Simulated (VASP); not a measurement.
```yaml
crystal:
  lattice:
    - [1.36311, -2.36097, 0.00000]
    - [1.36311, 2.36097, 0.00000]
    - [0.00000, 0.00000, 4.36742]
  atoms:
    - { symbol: Tc, position: [0.33333, 0.66667, 0.25000] }
    - { symbol: Tc, position: [0.66667, 0.33333, 0.75000] }
```

Level of theory: PBE GGA with D3 dispersion (Becke-Johnson damping), VASP's PBE PAW potentials (set 64) (plane waves; VASP). Settings: 520 eV cut-off, Gaussian smearing of 0.050 eV, potentials Tc_pv.

Q: Predict the band gap (along the path) with the smallest direct gap where there is one.

A: 
```json
{
 "band gap (along the path)": "none (metal, semimetal or under 0.01 eV)"
}
```

The compound is Tc in the hcp structure. It was relaxed first.
